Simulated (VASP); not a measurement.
Here is a VASP 6.6.1 calculation.

The input INCAR:

```
SYSTEM = SrCdSiS4
ALGO = Normal ; EDIFF = 1E-6
EDIFFG = -0.01 ; ENCUT = 600
GGA = PE ; IBRION = 2
ISIF = 3 ; ISMEAR = 0
IVDW = 12 ; KPAR = 4
LASPH = .TRUE. ; LCHARG = .FALSE.
LREAL = .FALSE. ; LWAVE = .FALSE.
NELM = 80 ; NSW = 90
PREC = Accurate ; SIGMA = 0.03
```

File KPOINTS:

```
k-points
0
G
  4 6 6
  0 0 0
```

Contents of POSCAR:

```
SrCdSiS4
1.0
   10.2821000000      0.0000000000      0.0000000000
    0.0000000000      5.0775500000      3.1849500000
    0.0000000000     -5.0775500000      3.1849500000
Sr Cd Si S
2 2 2 8
Direct
    0.0000000000      0.0000000000      0.0000000000
    0.5000000000      0.0000000000      0.0000000000
    0.7500000000      0.2738600000      0.6121400000
    0.2500000000      0.6121400000      0.2738600000
    0.7500000000      0.7057000000      0.2701000000
    0.2500000000      0.2701000000      0.7057000000
    0.4166000000      0.4641000000      0.9133000000
    0.5834000000      0.9133000000      0.4641000000
    0.0834000000      0.4641000000      0.9133000000
    0.9166000000      0.9133000000      0.4641000000
    0.7500000000      0.7091000000      0.9147000000
    0.2500000000      0.9147000000      0.7091000000
    0.7500000000      0.3282000000      0.1958000000
    0.2500000000      0.1958000000      0.3282000000
```

Potentials or basis: VASP PAW PBE potentials, release 64 (Sr_sv, Cd, Si, S).

The run is started by

```sh
$ cat potpaw_PBE.64/Sr_sv/POTCAR potpaw_PBE.64/Cd/POTCAR potpaw_PBE.64/Si/POTCAR potpaw_PBE.64/S/POTCAR > POTCAR
$ mpirun -np 4 vasp_std > vasp.out
```

Predict the space group after relaxing (to 0.05 Å).

Ama2 (No. 40).

What does it give for the relaxed cell?

a = 10.219 Å, b = 5.960 Å, c = 5.960 Å, α = 115.49°, β = 90.00°, γ = 90.00°.

Estimate the band gap on the k mesh.

2.75 eV, indirect (least direct gap 2.89 eV).

Predict the dispersion energy per atom.

-0.307 eV.

Step by step:
| step | energy change (eV) | largest force (eV/Å) | pressure (GPa) | volume (Å³) |
| --- | --- | --- | --- | --- |
| 1 | 0.0000 | 0.3149 | 0.05 | 332.56 |
| 2 | -0.0148 | 0.0980 | -0.42 | 332.89 |
| 3 | -0.0151 | 0.0851 | -0.50 | 332.95 |
| 4 | -0.0243 | 0.0728 | -0.06 | 329.48 |
| 5 | -0.0247 | 0.0716 | 0.07 | 328.49 |
| 6 | -0.0267 | 0.0467 | 0.01 | 328.33 |
| 7 | -0.0269 | 0.0506 | -0.03 | 328.26 |
| 8 | -0.0278 | 0.0350 | 0.01 | 327.96 |
| 9 | -0.0278 | 0.0423 | 0.02 | 327.92 |
| 10 | -0.0281 | 0.0281 | -0.01 | 327.95 |
| 11 | -0.0281 | 0.0317 | -0.01 | 327.95 |
| 12 | -0.0284 | 0.0162 | -0.01 | 327.90 |
| 13 | -0.0284 | 0.0223 | -0.01 | 327.86 |
| 14 | -0.0286 | 0.0064 | 0.01 | 327.72 |

A k mesh can miss the band edges.
